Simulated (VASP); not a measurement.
Computed with PBE GGA with D3 dispersion (zero damping), VASP's PBE PAW potentials (set 64) (plane waves; VASP 6.6.1).

A VASP calculation is set up with these files.

INCAR:
```
! general
SYSTEM=Li
PREC  =Accurate
ENCUT =520   ! plane-wave cut-off (eV)
LREAL =.FALSE.
LASPH =.TRUE.   ! aspherical one-centre terms

! electronic loop
EDIFF =1E-7
NELM  =100   ! most electronic steps
ALGO  =Normal   ! blocked Davidson

! smearing
ISMEAR=-5   ! tetrahedra, Bloechl

! functional
GGA   =PE   ! PBE
IVDW  =11

! ions
ISIF  =2   ! forces and stress, cell fixed

! output
LWAVE =.FALSE.
LCHARG=.TRUE.
LORBIT=11   ! lm-projected
NEDOS =601
```

File POSCAR:
```
Li
1.6802180
 -1.0000001201   1.0000001201   1.0000001201
  1.0000001201  -1.0000001201   1.0000001201
  1.0000001201   1.0000001201  -1.0000001201
Li
1
Direct
  0.0000000000   0.0000000000   0.0000000000
```

### KPOINTS
```
Automatic
0
G
 17 17 17
0 0 0
```

POTCAR, in this order: Li_sv (PBE.64 set). Program: vasp_std.

The run wrote:

### OSZICAR
```
       N       E                     dE             d eps       ncg     rms          rms(c)
DAV:   1     0.662231686287E+00    0.66223E+00   -0.69706E+02  1665   0.410E+02
DAV:   2    -0.175941516350E+01   -0.24216E+01   -0.23500E+01  2295   0.600E+01
DAV:   3    -0.189569387199E+01   -0.13628E+00   -0.13551E+00  2110   0.946E+00
DAV:   4    -0.190152110104E+01   -0.58272E-02   -0.58067E-02  2160   0.140E+00
DAV:   5    -0.190154571632E+01   -0.24615E-04   -0.24372E-04  2135   0.109E-01    0.186E-01
DAV:   6    -0.190057579078E+01    0.96993E-03   -0.34075E-04  2595   0.103E-01    0.110E-01
DAV:   7    -0.190021842081E+01    0.35737E-03   -0.82139E-04  2645   0.176E-01    0.298E-02
DAV:   8    -0.190021473816E+01    0.36827E-05   -0.12771E-05  1710   0.414E-02    0.154E-03
DAV:   9    -0.190021188974E+01    0.28484E-05   -0.83995E-07  2475   0.112E-02    0.551E-04
DAV:  10    -0.190021062737E+01    0.12624E-05   -0.38863E-08   910   0.220E-03    0.764E-04
DAV:  11    -0.190021081331E+01   -0.18595E-06   -0.88163E-09   870   0.143E-03    0.215E-05
DAV:  12    -0.190021081717E+01   -0.38536E-08   -0.14973E-09   835   0.600E-04
   1 F= -.20064580E+01 E0= -.20064580E+01  d E =0.000000E+00
```

**OUTCAR**
```
------------------------ aborting loop because EDIFF is reached ----------------------------------------
 Edisp (eV)   -0.10625
  FORCE on cell =-STRESS in cart. coord.  units (eV):
  Direction    XX          YY          ZZ          XY          YZ          ZX
  --------------------------------------------------------------------------------------
  Total      -0.00153    -0.00153    -0.00153    -0.00000    -0.00000     0.00000
  in kB      -0.12879    -0.12879    -0.12879    -0.00000    -0.00000     0.00000
  external pressure =       -0.13 kB  Pullay stress =        0.00 kB
  volume of cell :       18.97
      direct lattice vectors                 reciprocal lattice vectors
    -1.680218202  1.680218202  1.680218202     0.000000000  0.297580397  0.297580397
     1.680218202 -1.680218202  1.680218202     0.297580397  0.000000000  0.297580397
     1.680218202  1.680218202 -1.680218202     0.297580397  0.297580397  0.000000000
 POSITION                                       TOTAL-FORCE (eV/Angst)
 -----------------------------------------------------------------------------------
      0.00000      0.00000      0.00000        -0.000000     -0.000000      0.000000
 -----------------------------------------------------------------------------------
    total drift:                                0.000000      0.000000     -0.000000
  FREE ENERGIE OF THE ION-ELECTRON SYSTEM (eV)
  ---------------------------------------------------
  free  energy   TOTEN  =        -2.0064580170 eV

  energy  without entropy=       -2.0064580170  energy(sigma->0) =       -2.00645802

 total charge

# of ion       s       p       d       tot
------------------------------------------
    1        2.036   0.045   0.000   2.080
```
(Selected blocks of OUTCAR.)

For a metal the tetrahedron method with Blöchl corrections gives inexact stress and forces.

The compound is Li in the bcc structure. It was relaxed first, which changed the volume by -11 %.
